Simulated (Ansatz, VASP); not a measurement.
**One calculation of LaTaO, two programs**

```
La Ta O
1.0
     4.02023    0.00000    0.00000
    -2.01012    3.48163    0.00000
     0.00000    0.00000    4.66336
La Ta O
1 1 1
Direct
  0.00000 0.00000 0.00000
  0.66667 0.33333 0.50000
  0.33333 0.66667 0.00000
```

Alike in both runs: task single point; functional PBE; k mesh 6 × 6 × 4; occupations gaussian, width 0.1 eV; no spin polarisation.

```csv
,VASP,Ansatz
version,VASP 6.6.1,Ansatz 0.2.0
potentials or method,"VASP PAW PBE potentials, release 64 (La, Ta_pv, O)","scalar-relativistic, plane waves, PAW"
plane-wave cutoff (eV),520,420
valence electrons in the cell,28,30
```

```tsv
	VASP	Ansatz	Ansatz less VASP
gap on the k mesh at the Fermi level (eV)	none	none	-
pressure (GPa)	0.8	0.8	+0.07
largest component of the traceless stress (GPa)	8.46	8.45	-0.006
```

A gap of «none» marks a metal or a gap that the smearing closes. The two sets of potentials don't hold the same shells in valence.

Spin-orbit coupling is left out, which matters for the levels of La, Ta.
